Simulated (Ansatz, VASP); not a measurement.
# Pt: VASP beside Ansatz

Wanted: the spread between two codes on one cell, functional and k mesh. The cell is taken from a series of runs on this material, whose earlier steps may have relaxed, scaled, displaced or heated it; both programs get it as it stands.

Calculated with Ansatz 0.2.0; plane waves, with VASP 6.6.1 beside it; PBEsol.

## 1. Set-up

Symmetry: Fm-3m, No. 225, cubic system. Conventional cell: a = 3.937 Å, b = 3.937 Å, c = 3.937 Å, α = 90.00°, β = 90.00°, γ = 90.00°. Nearest to Pt lie 12 Pt at 2.78 Å.

## 2. VASP: single point, PBEsol, pair 1

With cell and atoms fixed, the geometry can't cause a difference; cores, projectors, grids and the points listed under the comparison can.

Lines of VASP's logs that name or quote its potential files are left out, and so is its time.

Contents of INCAR:

```
SYSTEM = Pt
PREC = Accurate
ENCUT = 500
EDIFF = 1E-06
NELM = 120
ISMEAR = 1
SIGMA = 0.2
LREAL = .FALSE.
ALGO = Normal
GGA = PS
NBANDS = 11
LASPH = .TRUE.
LORBIT = 11
LWAVE = .FALSE.
LCHARG = .FALSE.
ISIF = 2
GGA_COMPAT = .FALSE.
```

Contents of POSCAR:

```
Pt
1.0
    0.0000000000      1.9685785636      1.9685785636
    1.9685785636      0.0000000000      1.9685785636
    1.9685785636      1.9685785636      0.0000000000
Pt
1
Direct
    0.0000000000      0.0000000000      0.0000000000
```

Contents of KPOINTS:

```
Automatic mesh
0
Gamma
20 20 20
0 0 0
```

PAW data sets: Pt (PBE family, release 64).

The run is started by

```console
> mpirun -np 1 vasp_std
```

Numbers of over 12 decimals in the logs are rounded to 6 here.

The program printed:

```text
[banner, memory and clock lines left out]
running    1 mpi-ranks, on    1 nodes
 distrk:  each k-point on    1 cores,    1 groups
 distr:  one band on    1 cores,    1 groups

 POSCAR found type information on POSCAR Pt
 POSCAR found :  1 types and       1 ions
|                                                                             |
|               ----> ADVICE to this user running VASP <----                  |
|                                                                             |
|     You enforced a specific xc type in the INCAR file but a different       |
|     [... a line on the potential file left out ...]
|     I HOPE YOU KNOW WHAT YOU ARE DOING!                                     |
|                                                                             |

 LDA part: xc-table for (Slater+PW92), standard interpolation
 POSCAR, INCAR and KPOINTS ok, starting setup
 FFT: planning ... GRIDC
 FFT: planning ... GRID_SOFT
 FFT: planning ... GRID
 WAVECAR not read
 entering main loop
       N       E                     dE             d eps       ncg     rms          rms(c)
DAV:   1     0.374549724852E+02    0.37455E+02   -0.52235E+03  5768   0.817E+02
DAV:   2    -0.679797012171E+01   -0.44253E+02   -0.42231E+02  6463   0.172E+02
DAV:   3    -0.741489613098E+01   -0.61693E+00   -0.61173E+00  6562   0.191E+01
DAV:   4    -0.741730269532E+01   -0.24066E-02   -0.24064E-02  6475   0.142E+00
DAV:   5    -0.741732189148E+01   -0.19196E-04   -0.19195E-04  6595   0.116E-01    0.129E+01
DAV:   6    -0.700798955923E+01    0.40933E+00   -0.96915E-01  6055   0.773E+00    0.654E+00
DAV:   7    -0.696557433894E+01    0.42415E-01   -0.15178E-01  6547   0.294E+00    0.256E+00
DAV:   8    -0.696164869684E+01    0.39256E-02   -0.57586E-03  6124   0.692E-01    0.631E-01
DAV:   9    -0.696139296648E+01    0.25573E-03   -0.17394E-04  6304   0.121E-01    0.320E-02
DAV:  10    -0.696139678423E+01   -0.38177E-05   -0.34605E-06  6940   0.130E-02    0.516E-03
DAV:  11    -0.696139690982E+01   -0.12559E-06   -0.48075E-08  3425   0.206E-03
   1 F= -.69613969E+01 E0= -.69609619E+01  d E =-.130506E-02
```

Parts of OUTCAR (step 2):

```text
ion  position               nearest neighbor table
   1  0.000  0.000  0.000-

  LATTYP: Found a face centered cubic cell.
 ALAT       =     3.9371571272

 Subroutine GETGRP returns: Found 48 space group operations
 (whereof 48 operations were pure point group operations)

The static configuration has the point symmetry O_h .

 Found    256 irreducible k-points:

   k-points           NKPTS =    256   k-points in BZ     NKDIM =    256   number of bands    NBANDS=     11

   dimension x,y,z NGX =    20 NGY =   20 NGZ =   20
   dimension x,y,z NGXF=    40 NGYF=   40 NGZF=   40

   ENCUT  =  500.0 eV  36.75 Ry    6.06 a.u.   5.08  5.08  5.08*2*pi/ulx,y,z

   NELECT =      10.0000    total number of electrons

 k-points in reciprocal lattice and weights: Automatic mesh
   0.00000000  0.00000000  0.00000000       0.000
   0.05000000  0.00000000  0.00000000       0.001
   0.10000000  0.00000000  0.00000000       0.001
   0.15000000  0.00000000  0.00000000       0.001
   0.20000000  0.00000000  0.00000000       0.001
   0.25000000  0.00000000  0.00000000       0.001
   0.30000000  0.00000000  0.00000000       0.001
   0.35000000  0.00000000  0.00000000       0.001
   0.40000000  0.00000000  0.00000000       0.001
[...]
-0.30000000  0.50000000  0.20000000       0.002
  -0.25000000  0.50000000  0.25000000       0.001

 average (electrostatic) potential at core
       1 -63.0039

 E-fermi :  10.8773

 k-point     1 :       0.0000    0.0000    0.0000
  band No.  band energies     occupation
    ...
      2       7.1406      2.00000
      3       7.1406      2.00000
      4       7.1406      2.00000
      5       9.2787      2.00000
      6       9.2787      2.00000
      7      25.5285      0.00000
      8      30.4204      0.00000
      9      30.4204      0.00000
     10      30.4204      0.00000
     11      35.6761      0.00000

 k-point     2 :       0.0500    0.0000    0.0000
  band No.  band energies     occupation
    ...
      2       7.0954      2.00000
      3       7.1806      2.00000
      4       7.1806      2.00000
      5       9.2560      2.00000
      6       9.2560      2.00000
      7      25.6841      0.00000
      8      29.8621      0.00000
      9      30.5728      0.00000
     10      30.5728      0.00000
     11      36.2901      0.00000

 k-point     3 :       0.1000    0.0000    0.0000
  band No.  band energies     occupation
    ...
      2       6.9756      2.00000
      3       7.2887      2.00000
      4       7.2887      2.00000
      5       9.2031      2.00000
      6       9.2031      2.00000
      7      26.1161      0.00000
      8      28.6442      0.00000
      9      31.0184      0.00000
     10      31.0184      0.00000
     11      37.2239      0.00000

  Total       -0.4280388     -0.4280388     -0.4280388      0.0000000     -0.0000000      0.0000000
  in kB      -44.9474961    -44.9474961    -44.9474961      0.0000000     -0.0000000      0.0000000
  external PRESSURE =     -44.9474961 kB  Pullay stress =       0.0000000 kB

  energy-cutoff  :      500.00
  volume of cell :       15.26
      direct lattice vectors                 reciprocal lattice vectors
     0.000000000  1.968578564  1.968578564    -0.253990371  0.253990371  0.253990371
     1.968578564  0.000000000  1.968578564     0.253990371 -0.253990371  0.253990371
     1.968578564  1.968578564  0.000000000     0.253990371  0.253990371 -0.253990371

 POSITION                                       TOTAL-FORCE (eV/Angst)
 -----------------------------------------------------------------------------------
      0.00000      0.00000      0.00000         0.000000      0.000000     -0.000000
 -----------------------------------------------------------------------------------
    total drift:                                0.000000      0.000000      0.000000

  FREE ENERGIE OF THE ION-ELECTRON SYSTEM (eV)
  ---------------------------------------------------
  free  energy   TOTEN  =        -6.9613969098 eV

  energy  without entropy=       -6.9600918528  energy(sigma->0) =       -6.96096189

 total charge
# of ion       s       p       d       tot
------------------------------------------
    1        0.626   0.600   8.026   9.252

[... 3 further parts left out ...]
```

The run ends at a pressure of -4.49 GPa.

## 3. Ansatz: single point, PBEsol, pair 1

Ansatz runs on its PAW soft_1 files.

The same cell, functional, mesh and smearing now go to Ansatz, which takes its cutoff from its data sets.

Contents of input.yaml:

```yaml
crystal:
  lattice:
    - [0.0, 1.9685785636, 1.9685785636]
    - [1.9685785636, 0.0, 1.9685785636]
    - [1.9685785636, 1.9685785636, 0.0]
  atoms:
    - { symbol: Pt, position: [0.0, 0.0, 0.0] }
kpoints:
  mp_grid: { grid: [20, 20, 20] }
hamiltonian:
  xc: pbesol
  pseudopotentials: { kind: paw, azcp: { folder: soft_1 }, xc_functional: pbe }
scf:
  occupations: { method: methfessel_paxton, width: 0.2 }
  lower_state_search: "off"
output:
  forces: true
  stress: true
  eigenvalues: true
```

The run is started by

```console
> ansatz run input.yaml --threads 8 --pin off --max-ram 16384MiB --backend cpu --events-out ev --progress --plain --runs-dir out
```

The program printed:

```text
Engine: ansatz 0.2.0, aarch64-unknown-linux-gnu
Pseudopotentials: kind: paw
Pseudopotential: Pt, paw, valence charge 18, recommended cutoff 420 eV (normal), soft_1/Pt.paw.azcp
Functional definition: PBEsol
  exchange = pbesol_x
  correlation = pbesol_c
Crystal: 1 atoms, lattice volume = 15.258 Å³
Basis set: ecut = 420 eV, 307 PW (Γ), exchange–correlation on 40×40×40 points (8 copies of the dense FFT grid, shifted against one another)
Bands: 13, of which v1, the nominal top of the filled ones, is band 9 counted from 1 (8 counted from 0)
Symmetry: 48 space group operations
Space group: Fm-3m (ITA 225), of the structure as read, at distance tolerance 2.5e-5 Å
k-points: 256 of 8000
Non-local potential: Pt, projectors of the file, l = 0: 3, l = 1: 2, l = 2: 2, l = 3: 1
PAW form: soft (Blöchl's): semilocal exchange-correlation on the pseudo side does not see the compensation charge
PAW frozen core: Pt, regenerated for the run's functional, and the local potential with it (the file was generated under x = pbe(κ = 0.804, μ = 0.219515), c = pbe(β = 0.066725))
PAW one-centre angular grid: Pt, 590 points (default); XC on 64 Gauss nodes
Initial density: superposition of atomic densities (chi_scale 0.1, normalization cell)
Initial wavefunctions: pseudopotential atomic-orbital guess
Functional: x = pbesol(κ = 0.804, μ = 0.123457), c = pbesol(β = 0.046)
SCF iter   1: F=—  HF=-12385.801223 eV  |F-HF|=—  |Δ(HF+E_count)|=         —  Δρ=9.25e-2  dr2=1.25e0  ethr=3.10e-3  ⟨swp⟩=5.0  Hψ=16125  notcnv=0
preconditioner: auto → none  [metal: Δε(μ)=0.003 eV  Ē_g=13.755 eV  σ=0.200 eV  W_gap=0.01  n_scr=8 (ndim 8)  ℏωp=30.1 eV  f_vac=0.000  D(μ)=1.83/eV (n_scr^D=26)  sad-step TF]
SCF iter   2: F=—  HF=-12385.454867 eV  |F-HF|=—  |Δ(HF+E_count)|=   3.46e-1  S|Δr|=    0.00e0  Δρ=4.21e-2  dr2=2.43e-1  ethr=3.10e-3  ⟨swp⟩=2.3  Hψ=6577  notcnv=0
SCF iter   3: F=—  HF=-12385.382387 eV  |F-HF|=—  |Δ(HF+E_count)|=   7.25e-2  S|Δr|=    0.00e0  Δρ=5.04e-3  dr2=1.39e-3  ethr=1.35e-3  ⟨swp⟩=2.1  Hψ=5468  notcnv=0
SCF iter   4: F=—  HF=-12385.383333 eV  |F-HF|=—  |Δ(HF+E_count)|=   9.46e-4  S|Δr|=    0.00e0  Δρ=1.40e-4  dr2=1.20e-6  ethr=7.72e-6  ⟨swp⟩=2.2  Hψ=5740  notcnv=0
SCF iter   5: F=—  HF=-12385.383340 eV  |F-HF|=—  |Δ(HF+E_count)|=   6.42e-6  S|Δr|=    0.00e0  Δρ=8.39e-5  dr2=9.39e-7  ethr=5.56e-10  ⟨swp⟩=6.9  Hψ=17291  notcnv=0
SCF iter   6: F=-12385.383339 eV  HF=-12385.383339 eV  |F-HF|=6.13e-9  |Δ(HF+E_count)|=   3.03e-7  S|Δr|=    0.00e0  Δρ=8.08e-6  dr2=7.93e-9  ethr=5.56e-10  ⟨swp⟩=3.0  Hψ=12344  notcnv=0
SCF 1 converged in 6 iterations: F = -12385.383339 eV  dr2 = 7.93e-9
  greatest PAW one-centre occupation: 1.000 electrons in one spin orbital (limit 2), on the Pt atom at site 0 (counted from 0), in its partial waves of l = 0
SCF converged after 6 iterations
Stability not checked: this state was not tested for a lower state beside it, because cold or Methfessel-Paxton smearing, or corrected tetrahedra, fill the levels in a way that the test cannot read (fill_not_monotonic; see scf.lower_state_search)
Free energy (F): -12385.383339 eV
Harris-Foulkes:  -12385.383339 eV  (|F-HF|=6.13e-9)
Internal energy: -12385.382046 eV  (E = F + TS)
E sigma→0 (E₀):  -12385.383016 eV
Entropy (-TS):   -0.001293 eV (-1.293 meV/atom)
Fermi energy:    22.871231 eV
--- Per-component energies (eV) ---
  E_band       = -137.443853
  E_kinetic    = 596.411396
  E_local      = -1441.618536  (includes V_loc(G=0)·N_el)
  E_nonlocal   = 207.083215
  E_hartree    = 545.639711
  E_xc         = -230.907628
  E_vxc        = -270.764868  (∫ρ·V_xc dr)
  E_paw        = -9345.774390  (= ΣΔE_a)
  E_vpaw       = -319.831445  (= ΣTr[D̂ρ^β])
  E_aug_tail   = 0.001115  (compensation charges beyond the density's cutoff)
  E_ewald      = -2716.503960
  E_core_change = 0.287031  (= ΣΔE_core)
  E_smearing   = -0.001293  (= −TS)
  E_closure    = 0.000000  (closes the sum)
  Σ components = -12385.383339   (vs F -12385.383339, Δ=0.00e0)
--- Forces (eV/Å), atoms counted from 1 ---
  atom   1  Pt    -0.00000000    -0.00000000    -0.00000000
  max |Σ_I F_I| component: 1.85e-32 eV/Å
--- Stress (GPa, compression-positive) ---
       -4.120176       0.000000      -0.000000
        0.000000      -4.120176      -0.000000
       -0.000000       0.000000      -4.120176
  P = ⅓ Tr σ = -4.1202 GPa (-41.202 kbar)
--- Band table (eV; the first three rows and the last of 256) ---
  k-point 0: bands = [... 5 lower, 19.1213, 19.1213, 19.1213, 21.2650, 21.2650, 37.4703, 42.3341, 42.3341]
  k-point 1: bands = [... 5 lower, 19.0763, 19.1615, 19.1615, 21.2422, 21.2422, 37.6247, 41.7797, 42.4846]
  k-point 2: bands = [... 5 lower, 18.9567, 19.2701, 19.2701, 21.1896, 21.1896, 38.0525, 40.5722, 42.9243]
  k-point 255: bands = [... 5 lower, 18.3596, 18.3596, 20.8934, 23.3550, 29.8451, 31.0387, 31.0387, 34.7732]
```

The run ends at a pressure of -4.12 GPa.

## 4. Side by side

Known differences besides the potentials themselves: the data sets hold 18 valence electrons in Ansatz (on its PAW soft_1 files) and 10 in VASP; the cutoff is 420 eV in Ansatz and 500 eV in VASP; Ansatz makes its cores anew for this functional, VASP keeps those of its PBE data sets. Total energies have different zeros and are not compared.

Both answers:

```csv
quantity,Ansatz,VASP,difference
pressure (GPa),-4.12,-4.49,+0.37
```

## 5. VASP: single point, PBEsol, pair 2

With cell and atoms fixed, the geometry can't cause a difference; cores, projectors, grids and the points listed under the comparison can. The cell compared in this pair holds 14.81 Å³, against 15.26 Å³ for the pair before.

INCAR is that of step 2.

Contents of POSCAR:

```
Pt
1.0
    0.0000000000      1.9489894177      1.9489894177
    1.9489894177      0.0000000000      1.9489894177
    1.9489894177      1.9489894177      0.0000000000
Pt
1
Direct
    0.0000000000      0.0000000000      0.0000000000
```

KPOINTS is that of step 2.

The run is started by

```console
> mpirun -np 1 vasp_std
```

The program printed:

```text
[banner, memory and clock lines left out]
running    1 mpi-ranks, on    1 nodes
[...]
[... a notice as in an earlier step ...]

 LDA part: xc-table for (Slater+PW92), standard interpolation
 POSCAR, INCAR and KPOINTS ok, starting setup
[...]
entering main loop
       N       E                     dE             d eps       ncg     rms          rms(c)
DAV:   1     0.376787457003E+02    0.37679E+02   -0.52670E+03  5803   0.819E+02
DAV:   2    -0.684322857199E+01   -0.44522E+02   -0.42827E+02  6443   0.174E+02
DAV:   3    -0.740904661938E+01   -0.56582E+00   -0.56318E+00  6552   0.187E+01
DAV:   4    -0.741121900753E+01   -0.21724E-02   -0.21723E-02  6522   0.137E+00
[...]
DAV:   9    -0.696192236071E+01    0.25409E-03   -0.17821E-04  6265   0.124E-01    0.291E-02
DAV:  10    -0.696192698623E+01   -0.46255E-05   -0.36005E-06  6966   0.132E-02    0.452E-03
DAV:  11    -0.696192719872E+01   -0.21249E-06   -0.49228E-08  3452   0.207E-03
   1 F= -.69619272E+01 E0= -.69615937E+01  d E =-.100049E-02
```

Parts of OUTCAR (step 5):

```text
  Total        0.3836412      0.3836412      0.3836412      0.0000000     -0.0000000      0.0000000
  in kB       41.5123577     41.5123577     41.5123577      0.0000000     -0.0000000      0.0000000
  external PRESSURE =      41.5123577 kB  Pullay stress =       0.0000000 kB

 POSITION                                       TOTAL-FORCE (eV/Angst)
 -----------------------------------------------------------------------------------
      0.00000      0.00000      0.00000         0.000000      0.000000     -0.000000
 -----------------------------------------------------------------------------------
    total drift:                                0.000000     -0.000000     -0.000000

  FREE ENERGIE OF THE ION-ELECTRON SYSTEM (eV)
  ---------------------------------------------------
  free  energy   TOTEN  =        -6.9619271987 eV

  energy  without entropy=       -6.9609267092  energy(sigma->0) =       -6.96159370

[... 1 part as in an earlier step ...]

[... 2 further parts left out ...]
[key lines of the parts left out:]
E-fermi :  11.4608
```

The run ends at a pressure of 4.15 GPa.

(Part 1 of 2 ends here.)

[Lines on the potential files, build, host, timing and source positions are cut from VASP's logs without a mark.]

[Logs are printed without paths, hosts, clocks, repeated set-up lines and the standing remarks that a program may print on its own settings, such as how far it seeks lower states.]

[Hosts, paths, dates, database ids (printed as entryN), source tags and the programs' standing remarks are cut or masked in the printed files.]
